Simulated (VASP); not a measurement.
Given:

```
GeSi62
1.0
   10.93707     0.00000     0.00000
    0.00000    10.93707     0.00000
    0.00000     0.00000    10.93707
Si Ge
62 1
Direct
  0.50000   0.00000   0.00000
  0.62500   0.12500   0.12500
  0.75000   0.25000   0.00000
  0.87500   0.37500   0.12500
  0.75000   0.00000   0.25000
  0.87500   0.12500   0.37500
  0.00000   0.00000   0.00000
  0.12500   0.12500   0.12500
  0.25000   0.25000   0.00000
  0.37500   0.37500   0.12500
  0.50000   0.50000   0.00000
  0.62500   0.62500   0.12500
  0.75000   0.75000   0.00000
  0.87500   0.87500   0.12500
  0.25000   0.00000   0.25000
  0.37500   0.12500   0.37500
  0.50335   0.24564   0.24807
  0.75266   0.49961   0.24546
  0.87500   0.62500   0.37500
  0.50000   0.00000   0.50000
  0.62500   0.12500   0.62500
  0.74553   0.24629   0.50262
  0.87500   0.37500   0.62500
  0.75000   0.00000   0.75000
  0.87500   0.12500   0.87500
  0.00000   0.50000   0.00000
  0.12500   0.62500   0.12500
  0.25000   0.75000   0.00000
  0.37500   0.87500   0.12500
  0.00000   0.25000   0.25000
  0.12500   0.37500   0.37500
  0.25000   0.50000   0.25000
  0.37500   0.62500   0.37500
  0.50000   0.75000   0.25000
  0.62500   0.87500   0.37500
  0.00000   0.00000   0.50000
  0.12500   0.12500   0.62500
  0.25000   0.25000   0.50000
  0.37500   0.37500   0.62500
  0.62500   0.62500   0.62500
  0.75000   0.75000   0.50000
  0.87500   0.87500   0.62500
  0.25000   0.00000   0.75000
  0.37500   0.12500   0.87500
  0.50000   0.25000   0.75000
  0.62500   0.37500   0.87500
  0.75000   0.50000   0.75000
  0.87500   0.62500   0.87500
  0.00000   0.75000   0.25000
  0.12500   0.87500   0.37500
  0.00000   0.50000   0.50000
  0.12500   0.62500   0.62500
  0.25000   0.75000   0.50000
  0.37500   0.87500   0.62500
  0.00000   0.25000   0.75000
  0.12500   0.37500   0.87500
  0.25000   0.50000   0.75000
  0.37500   0.62500   0.87500
  0.50000   0.75000   0.75000
  0.62500   0.87500   0.87500
  0.00000   0.75000   0.75000
  0.12500   0.87500   0.87500
  0.49801   0.50187   0.49773
```

Computed with PBE GGA, VASP's PBE PAW potentials (set 64) (plane waves; VASP 6.6.1). Numerical set-up: PREC = Normal, LREAL = Auto, ISYM = 0, EDIFF = 1E-5, 400 eV cut-off, 1×1×1 Γ-centred mesh, Gaussian smearing of 0.050 eV, potentials Si Ge.

The supercell is sampled at Γ alone, which is coarse: total energies, pressure and levels can be off, energies of defects by several tenths of an eV.

The ions are relaxed. Predict the relaxed structure.

```
GeSi62
1.0
   10.93707     0.00000     0.00000
    0.00000    10.93707     0.00000
    0.00000     0.00000    10.93707
Si Ge
62 1
Direct
  0.50075   0.99834   0.99842
  0.62500   0.12495   0.12491
  0.74917   0.25086   0.00151
  0.87496   0.37500   0.12494
  0.74914   0.00160   0.25080
  0.87523   0.12475   0.37492
  0.99951   0.00026   0.00018
  0.12307   0.12582   0.12590
  0.25058   0.24842   0.00167
  0.37224   0.38022   0.12559
  0.49915   0.50079   0.99943
  0.61975   0.62767   0.12559
  0.75154   0.74931   0.00166
  0.87396   0.87680   0.12598
  0.25039   0.00156   0.24852
  0.37213   0.12560   0.38010
  0.48282   0.23733   0.23724
  0.76234   0.51684   0.23742
  0.87425   0.62769   0.37998
  0.49902   0.99959   0.50065
  0.61973   0.12550   0.62768
  0.76327   0.23667   0.51751
  0.87438   0.38017   0.62768
  0.75144   0.00161   0.74945
  0.87394   0.12600   0.87678
  0.00149   0.49910   0.99844
  0.12313   0.62471   0.12526
  0.24965   0.75026   0.00179
  0.37517   0.87672   0.12532
  0.99832   0.25078   0.25066
  0.12480   0.37539   0.37519
  0.24938   0.50387   0.25262
  0.37939   0.62048   0.37909
  0.49600   0.75047   0.25264
  0.62440   0.87504   0.37526
  0.00162   0.99831   0.49915
  0.12315   0.12533   0.62466
  0.24930   0.25270   0.50371
  0.37927   0.37897   0.62052
  0.62100   0.62061   0.62050
  0.74722   0.75054   0.50367
  0.87462   0.87668   0.62460
  0.24968   0.00184   0.75019
  0.37528   0.12527   0.87665
  0.49614   0.25266   0.75042
  0.62461   0.37533   0.87494
  0.74726   0.50378   0.75043
  0.87464   0.62449   0.87673
  0.99834   0.74954   0.24846
  0.12694   0.87301   0.37446
  0.00034   0.50089   0.50068
  0.12406   0.62603   0.62599
  0.25234   0.74773   0.50191
  0.37392   0.87598   0.62600
  0.99827   0.24853   0.74949
  0.12688   0.37433   0.87322
  0.25217   0.50183   0.74775
  0.37387   0.62602   0.87588
  0.49794   0.74768   0.74764
  0.62555   0.87290   0.87311
  0.99800   0.75014   0.75023
  0.12476   0.87509   0.87507
  0.52789   0.47204   0.47203
```

How much energy does the relaxation gain?

The energy (σ→0) changes by -5.1 meV/atom, in 47 ionic steps.

The cell is a supercell with a defect, built from Si (diamond): Ge_Si-vac_Si. The run is not spin-polarised, so no state with unpaired spins was tried.
